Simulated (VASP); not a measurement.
Data:

```
CELL_PARAMETERS angstrom
      4.10119     0.00000     0.00000
      0.00000     4.10119     0.00000
      0.00000     0.00000     4.10119
ATOMIC_POSITIONS crystal
  Sc 0.00000 0.00000 0.00000
  Al 0.00000 0.50000 0.50000
  Al 0.50000 0.00000 0.50000
  Al 0.50000 0.50000 0.00000
```

All values below come from optB88-vdW, VASP's PBE PAW potentials (set 64) (plane waves; VASP 6.6.1). Settings: 520 eV cut-off, 8×8×8 Γ-centred mesh, tetrahedra with Blöchl corrections, potentials Sc_sv Al.

The cores are frozen, which limits the accuracy of field gradients.

Task: Give the principal components of the electric field gradient (V/Å²) and the asymmetry η at each nucleus.

Result: 
```json
[
 {"atom": "Sc1", "Vxx": "0.0", "Vyy": "0.0", "Vzz": "0.0", "η": "-"},
 {"atom": "Al2", "Vxx": "-10.6", "Vyy": "-10.6", "Vzz": "21.1", "η": "0.00"},
 {"atom": "Al3", "Vxx": "-10.6", "Vyy": "-10.6", "Vzz": "21.1", "η": "0.00"},
 {"atom": "Al4", "Vxx": "-10.6", "Vyy": "-10.6", "Vzz": "21.1", "η": "0.00"}
]
```

The compound is Al3Sc in the L1_2 structure. It was relaxed first.
